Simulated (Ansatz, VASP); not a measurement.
# Ge2Sb2Te5: VASP beside Ansatz, part 2 of 2

Aim: how closely do two programs agree when they are given the same cell, functional and k mesh? The cell is taken from a series of runs on this material, whose earlier steps may have relaxed, scaled, displaced or heated it; both programs get it as it stands.

VASP 6.6.1 and Ansatz 0.2.0.

So far: Set-up; VASP: G0W0 gap, PBE.

## (3) Ansatz: G0W0 gap, PBE

Level of this step: Ansatz beside VASP: Kohn-Sham DFT, plane waves, PBE (Ansatz).

Ansatz runs on its PAW soft_1 files.

The same cell, functional and mesh now go to Ansatz, which takes its cutoff from its data sets.

File input.yaml:

```yaml
crystal:
  lattice:
    - [4.2940644248, 0.0, 0.0]
    - [-2.1470322124, 3.7187688774, 0.0]
    - [0.0, 0.0, 17.101346]
  atoms:
    - { symbol: Ge, position: [0.3333333333, 0.6666666667, 0.8998167825] }
    - { symbol: Ge, position: [0.6666666667, 0.3333333333, 0.1001832175] }
    - { symbol: Sb, position: [0.0, 0.0, 0.6846797893] }
    - { symbol: Sb, position: [0.0, 0.0, 0.3153202107] }
    - { symbol: Te, position: [0.0, 0.0, 0.0] }
    - { symbol: Te, position: [0.6666666667, 0.3333333333, 0.8026262036] }
    - { symbol: Te, position: [0.3333333333, 0.6666666667, 0.1973737964] }
    - { symbol: Te, position: [0.3333333333, 0.6666666667, 0.5850722908] }
    - { symbol: Te, position: [0.6666666667, 0.3333333333, 0.4149277092] }
kpoints:
  mp_grid: { grid: [6, 6, 2] }
hamiltonian:
  xc: pbe
  pseudopotentials: { kind: paw, azcp: { folder: soft_1 } }
scf:
  occupations: { method: fixed }
gw:
  n_empty_bands: 1027
  ecut_chi: 140.0
  qp_bands: [v3, c3]
  qp_kpoints: band_edges
  screening: { model: contour_deformation }
```

On the command line:

```bash
> ansatz run input.yaml --threads 2 --pin off --max-ram 92160MiB --backend cuda --events-out ev --progress --plain --runs-dir out --devices 1 --max-vram 13GiB
```

Numbers of over 12 decimals in the logs are rounded to 6 here.

Output:

```text
GPUs: using 1 of 1 available (devices: 1).
Engine: ansatz 0.2.0, x86_64-unknown-linux-gnu
Pseudopotentials: kind: paw
Pseudopotential: Ge, paw, valence charge 14, recommended cutoff 420 eV (normal), soft_1/Ge.paw.azcp
Pseudopotential: Sb, paw, valence charge 15, recommended cutoff 420 eV (normal), soft_1/Sb.paw.azcp
Pseudopotential: Te, paw, valence charge 16, recommended cutoff 420 eV (normal), soft_1/Te.paw.azcp
Functional definition: PBE
  parameter kappa = 0.804
  parameter beta = 0.066725
  exchange = pbe_x(kappa = kappa, mu = beta*pi^2/3)
  correlation = pbe_c(beta = beta)
device memory: the entry about to start is reckoned to put 3.3 GiB on a device that reports 40.9 GiB free (of which the cap on the GPU budget leaves the run 13.0 GiB)
GPU FFT provider: cuFFT
GPU libraries: cuBLAS 13.8.2, cuFFT 12.4.0, cuSOLVER 12.3.4
Crystal: 9 atoms, lattice volume = 273.085 Å³
Basis set: ecut = 420 eV, 5295 PW (Γ)
Bands: 83, of which v1, the nominal top of the filled ones, is band 69 counted from 1 (68 counted from 0)
Symmetry: 12 space group operations
Space group: P-3m1 (ITA 164), of the structure as read, at distance tolerance 6.5e-5 Å
k-points: 14 of 72
Non-local potential: Ge, projectors of the file, l = 0: 2, l = 1: 2, l = 2: 3, l = 3: 1
Non-local potential: Sb, projectors of the file, l = 0: 2, l = 1: 2, l = 2: 2, l = 3: 1
Non-local potential: Te, projectors of the file, l = 0: 2, l = 1: 2, l = 2: 2, l = 3: 1
PAW form: soft (Blöchl's): semilocal exchange-correlation on the pseudo side does not see the compensation charge
PAW one-centre angular grid: Ge, 590 points (default); XC on 64 Gauss nodes
PAW one-centre angular grid: Sb, 590 points (default); XC on 64 Gauss nodes
PAW one-centre angular grid: Te, 590 points (default); XC on 64 Gauss nodes
Initial density: superposition of atomic densities (chi_scale 0.1, normalization cell, long waves kept (reshape's long-wave potential 0.31 eV rms))
Initial wavefunctions: pseudopotential atomic-orbital guess
GPU buffer pool allocated for 108000 grid points (all kernels)
GPU transforms: local potential and band sums: pruned to the plane-wave sphere, on 30×30×120
Functional: x = pbe(κ = 0.804, μ = 0.219515), c = pbe(β = 0.066725)
SCF iter   1: F=—  HF=-56460.906232 eV  |F-HF|=—  |Δ(HF+E_count)|=         —  Δρ=1.54e-2  dr2=1.00e1  ethr=3.10e-3  ⟨swp⟩=4.9  Hψ=3734  notcnv=0  defer=161
preconditioner: auto → Resta (q_TF=auto, 2.435 Å⁻¹)  ε∞=4.6  [insulator: Δε(μ)=0.129 eV  Ē_g=8.260 eV  n_scr=66 (ndim 8)  ℏωp=15.6 eV  f_vac=0.009  ε∞_Penn≈4.6]
SCF iter   2: F=—  HF=-56461.160269 eV  |F-HF|=—  |Δ(HF+E_count)|=   2.54e-1  Δρ=1.52e-2  dr2=1.69e1  ethr=3.10e-3  ⟨swp⟩=3.0  Hψ=1531  notcnv=0  defer=133
SCF iter   3: F=—  HF=-56460.359568 eV  |F-HF|=—  |Δ(HF+E_count)|=   8.01e-1  Δρ=7.97e-3  dr2=2.00e-1  ethr=3.10e-3  ⟨swp⟩=2.6  Hψ=1384  notcnv=0  defer=156
SCF iter   4: F=—  HF=-56460.354153 eV  |F-HF|=—  |Δ(HF+E_count)|=   5.41e-3  Δρ=2.83e-3  dr2=3.78e-2  ethr=1.45e-4  ⟨swp⟩=3.0  Hψ=1507  notcnv=0  defer=166
SCF iter   5: F=—  HF=-56460.357805 eV  |F-HF|=—  |Δ(HF+E_count)|=   3.65e-3  Δρ=1.17e-3  dr2=1.59e-2  ethr=2.74e-5  ⟨swp⟩=2.0  Hψ=1228  notcnv=0  defer=168
SCF iter   6: F=—  HF=-56460.356568 eV  |F-HF|=—  |Δ(HF+E_count)|=   1.24e-3  Δρ=4.48e-4  dr2=2.37e-3  ethr=1.15e-5  ⟨swp⟩=3.0  Hψ=1381  notcnv=0  defer=167
SCF iter   7: F=—  HF=-56460.356321 eV  |F-HF|=—  |Δ(HF+E_count)|=   2.48e-4  Δρ=1.23e-4  dr2=1.11e-4  ethr=1.72e-6  ⟨swp⟩=2.0  Hψ=1501  notcnv=0  defer=166
SCF iter   8: F=—  HF=-56460.356352 eV  |F-HF|=—  |Δ(HF+E_count)|=   3.12e-5  Δρ=5.37e-5  dr2=1.28e-5  ethr=8.06e-8  ⟨swp⟩=2.0  Hψ=1539  notcnv=0  defer=125
SCF iter   9: F=—  HF=-56460.356360 eV  |F-HF|=—  |Δ(HF+E_count)|=   8.29e-6  Δρ=1.89e-5  dr2=3.12e-6  ethr=9.28e-9  ⟨swp⟩=2.0  Hψ=1638  notcnv=0  defer=101
SCF iter  10: F=-56460.356361 eV  HF=-56460.356361 eV  |F-HF|=1.18e-7  |Δ(HF+E_count)|=   5.70e-7  Δρ=4.67e-6  dr2=8.94e-8  ethr=7.25e-11  ⟨swp⟩=12.1  Hψ=6121  notcnv=0
SCF 1 converged in 10 iterations: F = -56460.356361 eV  dr2 = 8.94e-8
  greatest PAW one-centre occupation: 0.998 electrons in one spin orbital (limit 2), on the Ge atom at site 1 (counted from 0), in its partial waves of l = 2
device memory: the entry about to start is reckoned to put 3.9 GiB (of the 4.0 GiB reckoned in all, the device holds 0.1 GiB already) on a device that reports 39.9 GiB free (of which the cap on the GPU budget leaves the run 12.9 GiB)
NSCF: frozen V_eff on 14 k-points
the band table was solved once the SCF had ended and its energy, with any forces and stress, was formed, with the checks that follow a solve (5091 applications of the Hamiltonian). They found nothing against the state; the energy, forces and stress were not computed again (output.eigenvalues in the input reference)
device memory: the entry about to start is reckoned to put 7.1 GiB on a device that reports 40.1 GiB free (of which the cap on the GPU budget leaves the run 13.0 GiB)
NSCF: frozen V_eff on 14 k-points
[...]
k-point 2: bands = [... 65 lower, 7.9602, 8.1152, 8.5572, 8.9652, 9.7766, 9.8371, 10.3923, 10.4141, ... 10 higher]
  k-point 13: bands = [... 65 lower, 7.4848, 7.9467, 7.9467, 8.0564, 10.7659, 10.7659, 11.0001, 11.0001, ... 10 higher]
--- G₀W₀: contour deformation, 8 samples at zero and on the imaginary axis and 1 off it, 72 q-points, 1027 empty bands' worth ---
  eigenvalues of the whole cell's RPA ε∞ on this k-mesh (on a slab, of 1 + 4πα/V) = 44.0264, 82.8376, 82.8376; static W/v taken at q = 0 is 0.012775
  bands read: the sum over 1096 bands ends inside a degenerate multiplet in 2 slots, whose members it reads at an even weight; the widest, k=0: bands 1096 to 1097 (counted from 1) at 1/2 each
  gw.qp_kpoints: band_edges: 11 of 14 stored k-points solved, in 1 pass; an edge of the gap read off the rows below is read off those points alone
    valence top: of the k-points left out ik 9 came nearest to being solved in a further pass, in band 69 (counted from 1, as in the quasiparticle table): it holds the edge there only if its correction is more favourable than any solved in that band by at least 0.609 eV; those differ by 0.052 eV
    conduction bottom: of the k-points left out ik 10 came nearest to being solved in a further pass, in band 70 (counted from 1, as in the quasiparticle table): it holds the edge there only if its correction is more favourable than any solved in that band by at least 0.658 eV; those differ by 0.049 eV
  `?` marks the rows in doubt; gw_qp.tsv's column doubts and the gw_qp event give each row's grounds
    ik  band        ε_KS         Σx   Σc(E_QP)       V_xc       Z   E_QP_lin       E_QP  E_QP is
     0    67      8.1021   -14.3164    -0.0420   -14.1041  0.7425     7.8436     7.8478  root
     0    68      8.4090   -14.4449     0.1564   -13.9972  0.7428     8.1107     8.1177  root
     0    69      9.1406   -14.3178    -0.2273   -14.2555  0.7454     8.8445     8.8511  root
     0    70      9.4965    -9.7539    -2.9510   -12.5198  0.7462     9.3123     9.3114  root
     0    71      9.4965    -9.7539    -2.9510   -12.5198  0.7462     9.3123     9.3114  root
     0    72      9.5024    -9.4829    -3.2488   -12.5787  0.7565     9.3501     9.3495  root
     1    67      7.8745   -14.7976     0.4983   -14.0059  0.7330     7.5734     7.5812  root
     1    68      8.5190   -13.9766    -0.1720   -13.8835  0.7477     8.2491     8.2538  root
     1    69      9.0248   -13.9382    -0.3570   -14.0131  0.7465     8.7369     8.7427  root
     1    70      9.6618    -9.7910    -3.0127   -12.6168  0.7442     9.4761     9.4750  root
     1    71      9.6618    -9.7910    -3.0127   -12.6168  0.7442     9.4761     9.4750  root
     1    72      9.7074    -9.7631    -3.1953   -12.8007  0.7489     9.5506     9.5497  root
     2    67      8.1152   -15.3280     0.9671   -13.9621  0.7328     7.7255     7.7163  root
     2    68      8.5572   -15.2140     0.4599   -14.4358  0.7403     8.2269     8.2390  root
     2    69      8.9652   -14.6163     0.0231   -14.2935  0.7447     8.6574     8.6655  root
     2    70      9.7766    -9.9384    -3.2879   -13.0882  0.7503     9.6391     9.6385  root
     2    71      9.8371    -9.8362    -3.1077   -12.7716  0.7426     9.6657     9.6648  root
     2    72     10.3923    -9.6762    -3.5084   -13.0453  0.7364    10.2538    10.2530  root
     3    67      8.3041   -13.8188     0.1047   -13.4177  0.7418     8.0002     8.0077  root
     3    68      8.5673   -14.8782     0.2133   -14.3619  0.7407     8.2554     8.2644  root
     3    69      8.6441   -14.4924     0.2807   -13.8990  0.7409     8.3207     8.3314  root
     3    70      9.9465   -10.1653    -3.0650   -13.0539  0.7413     9.7710     9.7700  root
     3    71     10.1431   -10.6093    -3.2874   -13.7590  0.7450    10.0059    10.0055  root
     3    72     10.1683   -10.1224    -3.3085   -13.2809  0.7428    10.0192    10.0185  root
[...]
6    68      7.8584   -14.2075     0.5716   -13.3090  0.7293     7.5162     7.5316  root ?
[...]
8    68      8.5814   -15.0266     0.4694   -14.2271  0.7409     8.2346     8.2512  root ?
[...]
11    68      8.4568   -14.4010     0.3104   -13.7728  0.7411     8.1268     8.1390  root
    11    69      8.5502   -14.9931     0.4794   -14.1835  0.7408     8.2035     8.2201  root ?
    11    70      9.9293    -9.7062    -3.2350   -12.7843  0.7465     9.7731     9.7724  root
    11    71     10.2101    -9.7945    -3.2637   -12.8948  0.7426    10.0475    10.0466  root
    11    72     10.2526    -9.6006    -3.4485   -12.9066  0.7417    10.1108    10.1101  root
    12    67      8.4596   -14.9261     0.5539   -14.0395  0.7396     8.1089     8.1270  root ?
    12    68      8.4596   -14.9261     0.5539   -14.0395  0.7396     8.1089     8.1270  root ?
    12    69      8.5645   -15.0639     0.5037   -14.2260  0.7413     8.2113     8.2302  root
    12    70      9.9978    -9.4673    -3.3287   -12.6436  0.7461     9.8461     9.8453  root
    12    71      9.9978    -9.4673    -3.3287   -12.6436  0.7461     9.8461     9.8453  root
    12    72     10.2821    -9.4892    -3.4283   -12.7714  0.7413    10.1368    10.1360  root
```

In the SCF lines HF is the Harris–Foulkes energy and dr2 the Hartree energy of the density residual, in eV; the loop may stop once dr2 is under the threshold and the program's other checks hold. Hψ counts applications of the Hamiltonian.

## (4) Side by side

Known differences besides the potentials themselves: fixed occupations in Ansatz, narrow Gaussian smearing in VASP; the data sets hold 138 valence electrons in Ansatz (on its PAW soft_1 files) and 88 in VASP; the cutoff is 420 eV in Ansatz and 400 eV in VASP; VASP leaves aspherical gradient terms in its spheres out (LASPH is not set), Ansatz keeps them; Ansatz integrates over frequency by contour deformation, VASP on a grid of NOMEGA points; Ansatz's G0W0 levels solve the quasiparticle equation, VASP's are linearised. Total energies have different zeros and are not compared.

Compared:

```
                   quantity  Ansatz  VASP  difference
  G0W0 gap on the mesh (eV)    0.46  0.48       -0.02
Kohn-Sham gap under it (eV)    0.36  0.35        0.00
```

VASP's log warns that its frequency grid doesn't suit quasiparticle energies on this mesh.

## (5) Outcome

- difference in G0W0 gap on the mesh (G0W0 gap, PBE): -0.017 eV

What this shows: The difference in G0W0 gap on the mesh is -0.017 eV (G0W0 gap, PBE). The data sets hold unlike numbers of valence electrons (138 in Ansatz and 88 in VASP), so part of the differences comes from the potentials. Such differences can come from data sets, numerical settings and the points named under the comparisons, not from the functional's error against experiment.

[Lines on the potential files, build, host, timing and source positions are cut from VASP's logs without a mark.]

[Logs are printed without paths, hosts, clocks, repeated set-up lines and the standing remarks that a program may print on its own settings, such as how far it seeks lower states.]

[Hosts, paths, dates, database ids (printed as entryN), source tags and the programs' standing remarks are cut or masked in the printed files.]
